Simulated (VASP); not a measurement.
Given:

```xyz
2
Lattice="0.0000 3.2373 3.2373 3.2373 0.0000 3.2373 3.2373 3.2373 0.0000" Properties=species:S:1:pos:R:3 pbc="T T T"
Hg     0.0000     0.0000     0.0000
Te     1.6186     1.6186     1.6186
```

Computed with r2SCAN+rVV10, VASP's PBE PAW potentials (set 64) (plane waves; VASP 6.6.1). Numerical set-up: 520 eV cut-off, 10×10×10 Γ-centred mesh, first-order Methfessel-Paxton smearing of 0.10 eV, potentials Hg Te.

Task: The job: HgTe (zinc blende), 2 atoms, r2SCAN+rVV10, static run, 520 eV, 10×10×10 Γ-centred mesh. Roughly how much core time does it take on a busy server core?

Result: About 3 core-minutes (one run on a shared machine, a rough figure). It had 47 irreducible k-points, 13 bands, up to 1850 plane waves and 21 electronic steps.

The compound is HgTe in the zinc blende structure. This cell is one point of a volume scan, at 0.97 of the reference volume.
